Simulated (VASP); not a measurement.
Level of theory: PBEsol GGA, VASP's PBE PAW potentials (set 64) (plane waves; VASP).

VASP input:

### POSCAR
```
GaP
3.8058320
  0.0000000000   0.7071067139   0.7071067139
  0.7071067139   0.0000000000   0.7071067139
  0.7071067139   0.7071067139   0.0000000000
Ga P
1 1
Cart
  0.0000000000   0.0000000000   0.0000000000
  0.3535533569   0.3535533569   0.3535533569
```

### INCAR
```
ALGO = Normal
EDIFF = 1E-7
ENCUT = 520
GGA = PS
ISIF = 2
ISMEAR = 0
LASPH = .True.
LCHARG = .False.
LMAXMIX = 4
LREAL = .False.
LWAVE = .False.
NELM = 100
PREC = Accurate
SIGMA = 0.05
SYSTEM = GaP
```

KPOINTS:
```
Automatic mesh
0
Gamma
8 8 8
0 0 0
```

POTCAR, in this order: Ga_d P (PBE.64 set). Program: vasp_std.

The run wrote:

### OSZICAR
```
       N       E                     dE             d eps       ncg     rms          rms(c)
DAV:   1     0.824460589177E+02    0.82446E+02   -0.95821E+03   762   0.202E+03
DAV:   2    -0.410966841512E+01   -0.86556E+02   -0.83288E+02   844   0.341E+02
DAV:   3    -0.101066645876E+02   -0.59970E+01   -0.59660E+01   959   0.761E+01
DAV:   4    -0.102093432635E+02   -0.10268E+00   -0.10263E+00   930   0.106E+01
DAV:   5    -0.102116078865E+02   -0.22646E-02   -0.22645E-02   949   0.133E+00    0.432E+00
DAV:   6    -0.995689211808E+01    0.25472E+00   -0.44260E-01  1193   0.147E+01    0.275E+00
DAV:   7    -0.991376370126E+01    0.43128E-01   -0.10802E-01  1064   0.290E+00    0.103E+00
DAV:   8    -0.991069520906E+01    0.30685E-02   -0.13497E-02   894   0.173E+00    0.168E-01
DAV:   9    -0.991082227605E+01   -0.12707E-03   -0.12080E-03  1033   0.642E-01    0.698E-02
DAV:  10    -0.991083737404E+01   -0.15098E-04   -0.75619E-05   897   0.819E-02    0.284E-02
DAV:  11    -0.991086258682E+01   -0.25213E-04   -0.27151E-05   854   0.645E-02    0.405E-03
DAV:  12    -0.991086248094E+01    0.10588E-06   -0.18001E-06  1003   0.201E-02    0.457E-03
DAV:  13    -0.991086261114E+01   -0.13020E-06   -0.31110E-07   828   0.490E-03    0.114E-03
DAV:  14    -0.991086256931E+01    0.41823E-07   -0.22762E-08   472   0.216E-03
   1 F= -.99108626E+01 E0= -.99108626E+01  d E =-.553460E-11
```

### OUTCAR
```
------------------------ aborting loop because EDIFF is reached ----------------------------------------
  FORCE on cell =-STRESS in cart. coord.  units (eV):
  Direction    XX          YY          ZZ          XY          YZ          ZX
  --------------------------------------------------------------------------------------
  Total        0.6737892      0.6737892      0.6737892      0.0000000      0.0000000      0.0000000
  in kB       27.6949690     27.6949690     27.6949690      0.0000000      0.0000000      0.0000000
  external PRESSURE =      27.6949690 kB  Pullay stress =       0.0000000 kB
  volume of cell :       38.98
      direct lattice vectors                 reciprocal lattice vectors
     0.000000000  2.691129359  2.691129359    -0.185795602  0.185795602  0.185795602
     2.691129359  0.000000000  2.691129359     0.185795602 -0.185795602  0.185795602
     2.691129359  2.691129359  0.000000000     0.185795602  0.185795602 -0.185795602
  FREE ENERGIE OF THE ION-ELECTRON SYSTEM (eV)
  ---------------------------------------------------
  free  energy   TOTEN  =        -9.9108625693 eV

  energy  without entropy=       -9.9108625693  energy(sigma->0) =       -9.91086257
```
(Selected blocks of OUTCAR.)

The compound is GaP in the zinc blende structure. This cell is one point of a volume scan, at 0.97 of the reference volume.
